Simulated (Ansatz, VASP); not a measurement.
# Cross-check of PdS2 between VASP and Ansatz, part 2 of 2

Wanted: the spread between two codes on one cell, functional and k mesh. Of the first pair: The structure shown is the end of the Ansatz relaxation below.

VASP 6.6.1 and Ansatz 0.2.0.

So far. Step 3 (VASP: single point, PBEsol, relaxed cell, pair 1): The run ends at a pressure of -0.05 GPa, with forces up to 0.087 eV/Å.

### Step 5. Ansatz: relaxation, PBEsol

Level of this step: Ansatz beside VASP: Kohn-Sham DFT, plane waves, PBEsol (Ansatz).

The two programs are compared at the cell with which this relaxation starts, whose forces are those of its first step.

The structure compared here is the start of the Ansatz relaxation; VASP solves that cell, so the two are compared at the walk's first step.

The input, input.yaml:

```yaml
crystal:
  lattice:
    - [3.8276359963, 0.0, 0.0]
    - [-1.9138179982, 3.3148300093, 0.0]
    - [0.0, 0.0, 30.0]
  atoms:
    - { symbol: Pd, position: [0.3341892628, 0.6608419099, 0.3333333333] }
    - { symbol: S, position: [0.66524608, 0.3430006854, 0.3679734375] }
    - { symbol: S, position: [0.66524608, 0.3430006854, 0.2986932292] }
  periodic: [true, true, false]
kpoints:
  mp_grid: { grid: [12, 12, 1] }
hamiltonian:
  xc: pbesol
scf:
  occupations: { method: methfessel_paxton, width: 0.15 }
output:
  forces: true
  stress: true
  eigenvalues: true
  write_density: true
  write_potential: true
  elf: true
  volumetric_format: npy
relax:
  adjacent_minimum: "off"
  f_tol: 0.002
  max_steps: 120
  cell: { stress_2d_tol: 0.005 }
```

On the command line:

```
$ ansatz run input.yaml --threads 8 --pin off --max-ram 14336MiB --backend cpu --events-out ev --progress --plain --runs-dir out
```

Numbers of over 12 decimals in the logs are rounded to 6 here.

The program printed:

```text
[...]
Crystal: 3 atoms, lattice volume = 380.639 Å³
Basis set: ecut = 420 eV, 7445 PW (Γ), exchange–correlation on 54×54×432 points (8 copies of the dense FFT grid, shifted against one another)
Bands: 19, of which v1, the nominal top of the filled ones, is band 15 counted from 1 (14 counted from 0)
Symmetry: 2 space group operations
[...]
k-points: 74 of 144 (time reversal used)
[...]
--- Relaxed structure (11 steps of the walk, 11 accepted, 1 SCFs on fresh bases) ---
[...]
cell:  # Å, volume = 382.2552 Å³
    - [3.898283, -0.000191545, 0]
    - [-1.949307, 3.268674, 0]
    - [0, 0, 30.0]
  atoms:
    - { symbol: Pd, position: [0.315320, 0.636422, 0.333333] }
    - { symbol: S, position: [0.674681, 0.355211, 0.367939] }
    - { symbol: S, position: [0.674681, 0.355211, 0.298727] }
[key lines of the parts left out:]
SCF converged after 7 iterations
Free energy (F): -8676.283721 eV
Fermi energy:    -4.113384 eV
P = ½ c Tr σ = 0.0004 N/m
```

### Step 6. VASP: single point, PBEsol, start cell, pair 2

The same cell, functional, mesh and smearing now go to VASP, with its own data sets.

The input, INCAR:

```
SYSTEM = PdS2
PREC = Accurate
ENCUT = 400
EDIFF = 1E-06
NELM = 120
ISMEAR = 1
SIGMA = 0.15
LREAL = .FALSE.
ALGO = Normal
GGA = PS
NBANDS = 17
LASPH = .TRUE.
LORBIT = 11
LWAVE = .FALSE.
LCHARG = .FALSE.
ISIF = 2
LDIPOL = .TRUE.
IDIPOL = 3
DIPOL = 0.5 0.5 0.333
LVHAR = .TRUE.
GGA_COMPAT = .FALSE.
NELMDL = -8
KPAR = 2
```

The input, POSCAR:

```
PdS2
1.0
    3.8276360000      0.0000000000      0.0000000000
   -1.9138180000      3.3148300000      0.0000000000
    0.0000000000      0.0000000000     30.0000000000
Pd S
1 2
Direct
    0.3341894005      0.6608420341      0.3333333333
    0.6652460965      0.3430006969      0.3679734333
    0.6652460965      0.3430006969      0.2986932333
```

The input, KPOINTS:

```
Automatic mesh
0
Gamma
12 12 1
0 0 0
```

The projector-augmented-wave data sets are Pd and S (PBE family, release 64).

On the command line:

```
$ mpirun -np 2 vasp_std
```

The program printed:

```text
[banner, memory and clock lines left out]
running    2 mpi-ranks, on    1 nodes
[...]
[... a notice as in an earlier step ...]

 LDA part: xc-table for (Slater+PW92), standard interpolation
 POSCAR, INCAR and KPOINTS ok, starting setup
[...]
entering main loop
       N       E                     dE             d eps       ncg     rms          rms(c)
DAV:   1     0.164648256588E+03    0.16465E+03   -0.59735E+03  2524   0.726E+02
DAV:   2     0.487626089110E+01   -0.15977E+03   -0.15127E+03  4035   0.158E+02
DAV:   3    -0.144993795375E+02   -0.19376E+02   -0.19191E+02  3252   0.693E+01
DAV:   4    -0.148992152918E+02   -0.39984E+00   -0.39318E+00  3453   0.120E+01
[...]
DAV:  25    -0.145747430828E+02   -0.16692E-05   -0.52144E-08  3041   0.924E-04    0.506E-04
DAV:  26    -0.145747446056E+02   -0.15227E-05   -0.21990E-08  2890   0.711E-04    0.118E-04
DAV:  27    -0.145747449268E+02   -0.32123E-06   -0.20595E-09  3155   0.257E-04
   1 F= -.14574745E+02 E0= -.14575146E+02  d E =0.120218E-02
```

Parts of OUTCAR (step 6):

```text
  Total        0.1756337     -0.1677439     -0.2166766     -0.2199328      0.0000000      0.0000000
  in kB        0.7392737     -0.7060640     -0.9120308     -0.9257367      0.0000000      0.0000000
  external PRESSURE =      -0.2929403 kB  Pullay stress =       0.0000000 kB

 POSITION                                       TOTAL-FORCE (eV/Angst)
 -----------------------------------------------------------------------------------
      0.01442      2.19058     10.00000        -0.072087     -0.035793      0.000000
      1.88988      1.13699     11.03920         0.036044      0.017897     -0.072908
      1.88988      1.13699      8.96080         0.036044      0.017897      0.072908
 -----------------------------------------------------------------------------------
    total drift:                               -0.000120      0.000211      0.000161

  FREE ENERGIE OF THE ION-ELECTRON SYSTEM (eV)
  ---------------------------------------------------
  free  energy   TOTEN  =       -14.5747449268 eV

  energy  without entropy=      -14.5759471030  energy(sigma->0) =      -14.57514565

[... 3 further parts left out ...]
[key lines of the parts left out:]
E-fermi :  -2.4828
```

The run ends at a pressure of -0.03 GPa, with forces up to 0.083 eV/Å.

### Step 7. Comparison

What differs besides the data sets and the points named for the pairs above, as far as they apply: the data sets hold 30 valence electrons in Ansatz (on its default PAW (the set named soft_2) files) and 22 in VASP. Total energies have different zeros and are not compared.

Forces (eV/Å; atoms numbered as in POSCAR):

| atom | Ansatz x, y, z | VASP x, y, z |
| --- | --- | --- |
| Pd1 | -0.073, -0.035, 0.000 | -0.072, -0.036, 0.000 |
| S2 | 0.036, 0.018, 0.013 | 0.036, 0.018, -0.073 |
| S3 | 0.036, 0.018, -0.013 | 0.036, 0.018, 0.073 |

The forces differ by 41 meV/Å r.m.s., which is 85.4 % of the r.m.s. force of 0.048 eV/Å (both taken over all components). Where the cell holds vacuum, a pressure given here is an average over it and none of the material.

### Step 8. Ansatz: relaxation, PBEsol

This run makes the geometry at which the two programs are then compared.

The structure compared here is the end of the Ansatz relaxation.

This is the run of step 5 again, met here at its other cell.

### Step 9. VASP: single point, PBEsol, relaxed cell, pair 3

The same cell, functional, mesh and smearing now go to VASP, with its own data sets.

INCAR is that of step 6.

The input, POSCAR:

```
PdS2
1.0
    3.8982828502     -0.0001915447      0.0000000000
   -1.9493073077      3.2686737549      0.0000000000
    0.0000000000      0.0000000000     30.0000000000
Pd S
1 2
Direct
    0.3153199673      0.6364220228      0.3333333333
    0.6746807278      0.3552106290      0.3679393535
    0.6746807278      0.3552106290      0.2987273132
```

KPOINTS is that of step 6.

On the command line:

```
$ mpirun -np 2 vasp_std
```

The program printed:

```text
[... set-up lines as in an earlier step ...]
 entering main loop
       N       E                     dE             d eps       ncg     rms          rms(c)
DAV:   1     0.166039763479E+03    0.16604E+03   -0.59832E+03  2524   0.727E+02
DAV:   2     0.498452515866E+01   -0.16106E+03   -0.15235E+03  4086   0.157E+02
DAV:   3    -0.145155817504E+02   -0.19500E+02   -0.19272E+02  3205   0.694E+01
DAV:   4    -0.149217617438E+02   -0.40618E+00   -0.40463E+00  3446   0.121E+01
[...]
DAV:  25    -0.145867562818E+02   -0.26011E-05   -0.68821E-08  3054   0.914E-04    0.305E-04
DAV:  26    -0.145867576310E+02   -0.13492E-05   -0.13537E-08  3088   0.629E-04    0.944E-05
DAV:  27    -0.145867581867E+02   -0.55568E-06   -0.28055E-09  3025   0.276E-04
   1 F= -.14586758E+02 E0= -.14586456E+02  d E =-.906764E-03
```

Parts of OUTCAR (step 9):

```text
  Total       -0.0746109     -0.0704678     -0.2449208      0.0002988      0.0000000      0.0000000
  in kB       -0.3127228     -0.2953575     -1.0265565      0.0012522      0.0000000      0.0000000
  external PRESSURE =      -0.5448789 kB  Pullay stress =       0.0000000 kB

 POSITION                                       TOTAL-FORCE (eV/Angst)
 -----------------------------------------------------------------------------------
     -0.01138      2.08020     10.00000         0.000010      0.000201      0.000000
      1.93768      1.16094     11.03818        -0.000005     -0.000100     -0.086677
      1.93768      1.16094      8.96182        -0.000005     -0.000100      0.086677
 -----------------------------------------------------------------------------------
    total drift:                               -0.000383      0.000026      0.000156

  FREE ENERGIE OF THE ION-ELECTRON SYSTEM (eV)
  ---------------------------------------------------
  free  energy   TOTEN  =       -14.5867581867 eV

  energy  without entropy=      -14.5858514231  energy(sigma->0) =      -14.58645593

[... 1 part as in an earlier step ...]

[... 2 further parts left out ...]
[key lines of the parts left out:]
E-fermi :  -2.5319
```

The run ends at a pressure of -0.05 GPa, with forces up to 0.087 eV/Å.

### Step 10. Differences

What differs besides the data sets and the points named for the pairs above, as far as they apply: the data sets hold 30 valence electrons in Ansatz (on its default PAW (the set named soft_2) files) and 22 in VASP. Total energies have different zeros and are not compared.

Forces (eV/Å; atoms numbered as in POSCAR):

| atom | Ansatz x, y, z | VASP x, y, z |
| --- | --- | --- |
| Pd1 | 0.000, 0.000, 0.000 | 0.000, 0.000, 0.000 |
| S2 | 0.000, 0.000, 0.000 | 0.000, 0.000, -0.087 |
| S3 | 0.000, 0.000, 0.000 | 0.000, 0.000, 0.087 |

The forces differ by 41 meV/Å r.m.s., where the r.m.s. force is 0.000 eV/Å in Ansatz and 0.041 eV/Å in VASP: the atoms lie near their places of rest in Ansatz, so a percentage would say little (all taken over all components). Where the cell holds vacuum, a pressure given here is an average over it and none of the material.

### Step 11. What came out

| Property | Result |
| --- | --- |
| r.m.s. force difference (single point, PBEsol, relaxed cell, pair 1) | 41 meV/Å |
| r.m.s. force difference (single point, PBEsol, start cell, pair 2) | 41 meV/Å |
| r.m.s. force difference (single point, PBEsol, relaxed cell, pair 3) | 41 meV/Å |

**Reading.** The r.m.s. force difference is 41 meV/Å (single point, PBEsol, relaxed cell, pair 1), beyond the 12 meV/Å picked in this series as the mark of a large difference. The data sets hold unlike numbers of valence electrons (30 in Ansatz and 22 in VASP), so part of the differences may come from the potentials. What causes the difference of the single point, PBEsol, relaxed cell, pair 1 pair stays open here. What causes the difference of the single point, PBEsol, start cell, pair 2 pair stays open here. What causes the difference of the single point, PBEsol, relaxed cell, pair 3 pair stays open here. Such differences can come from data sets, numerical settings and the points named under the comparisons, not from the functional's error against experiment.

[Lines on the potential files, build, host, timing and source positions are cut from VASP's logs without a mark.]

[Logs are printed without paths, hosts, clocks, repeated set-up lines and the standing remarks that a program may print on its own settings, such as how far it seeks lower states.]

[Hosts, paths, dates, database ids (printed as entryN), source tags and the programs' standing remarks are cut or masked in the printed files.]
